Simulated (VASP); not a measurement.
Given:

```yaml
crystal:
  lattice:
    - [0.00000, 3.19500, 3.19500]
    - [3.19500, 0.00000, 3.19500]
    - [3.19500, 3.19500, 0.00000]
  atoms:
    - { symbol: Ba, position: [0.00000, 0.00000, 0.00000] }
    - { symbol: S, position: [0.50000, 0.50000, 0.50000] }
```

Method: PBE GGA with D3 dispersion (Becke-Johnson damping), VASP's PBE PAW potentials (set 64) (plane waves; VASP 6.6.1). Run with 520 eV cut-off, 8×8×8 Γ-centred mesh, tetrahedra with Blöchl corrections, potentials Ba_sv S.

Unless said otherwise, spin-orbit coupling is left out, though it shifts the bands of the heavy elements here.

Task: What does the run give for the energy per atom (σ→0), band gap (on the k-mesh) with the smallest direct gap where there is one?

Result: 
```
Item                                         Result
-----------------------------------  --------------
band gap (on the k-mesh)                    2.11 eV
smallest direct gap (on the k-mesh)         2.25 eV
energy per atom (σ→0)                -5.370 eV/atom
```

Total energies compare only between runs with the same potentials, cut-off and functional.

The compound is BaS in the rock salt structure. The cell was not relaxed at this level.
